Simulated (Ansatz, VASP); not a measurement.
## P5N3 in VASP and in Ansatz

```
CELL_PARAMETERS angstrom
-2.78251 2.78251 2.78251
2.78251 -2.78251 2.78251
2.78251 2.78251 -2.78251
ATOMIC_POSITIONS crystal
P 0.00000 0.00000 0.00000
P 0.00000 0.00000 0.50000
P 0.00000 0.50000 0.00000
P 0.50000 0.00000 0.00000
P 0.50000 0.50000 0.50000
N 0.00000 0.50000 0.50000
N 0.50000 0.50000 0.00000
N 0.50000 0.00000 0.50000
```

Change from the starting cell: species swapped into the Fe5Co3 type (Im-3m, No. 229).

Alike in both runs: functional PBE; k mesh 10 × 10 × 10; occupations gaussian, width 0.1 eV; no spin polarisation.

Ansatz relaxed the structure, and its values are those at the end. VASP's run is a single point on that final structure, the one shown.

```csv
,VASP,Ansatz
version,VASP 6.6.1,Ansatz 0.2.0
potentials or method,"VASP PAW PBE potentials, release 64 (P, N)","scalar-relativistic, plane waves, PAW"
plane-wave cutoff (eV),520,420
valence electrons in the cell,40,40
```

Ansatz gave:

| Property | Result |
| --- | --- |
| gap on the k mesh at the Fermi level (eV) | none |
| pressure (GPa) | 0.0 |

Question: Which values does VASP return?

Answer: gap on the k mesh at the Fermi level (eV): none; pressure (GPa): -0.3.

A gap of «none» marks a metal or a gap that the smearing closes. With one functional, cell and mesh, what is left measures potentials, basis and numerics.
